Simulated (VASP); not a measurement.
Data:

```yaml
crystal:
  lattice:
    - [-1.37327, 1.37327, 1.37327]
    - [1.37327, -1.37327, 1.37327]
    - [1.37327, 1.37327, -1.37327]
  atoms:
    - { symbol: Fe, position: [0.00000, 0.00000, 0.00000], spin: 2.0 }
```

Level of theory: LDA (Ceperley-Alder, Perdew-Zunger), VASP's LDA PAW potentials (set 64) (plane waves; VASP 6.6.1). Run with 520 eV cut-off, 18×18×18 Γ-centred mesh, first-order Methfessel-Paxton smearing of 0.10 eV, potentials Fe.

Task: Give the energy at these volumes per atom, relative to the lowest: 9.78, 10.09, 10.40, 10.72, 11.03 Å³.

Result: 28.6, 5.6, 0.0, 8.8, 29.0 meV/atom. A third-order Birch-Murnaghan fit gives B0 = 249 GPa and B0′ = 5.9.

Measured: bulk modulus 174 GPa at 0 K (computed value off by +43.4 %), as given by H. Levämäki et al., Physical Review B (2014), arXiv:1402.3671 [corrected for temperature and zero-point phonon effects]; a 2.853 Å at 0 K (computed value off by -3.7 %), as given by Daniel Mejia-Rodriguez et al., Physical Review B (2018), arXiv:1807.09216 [static lattice: zero-point anharmonic expansion removed].

The compound is Fe in the bcc structure. It was relaxed first, which changed the volume by -12 %.
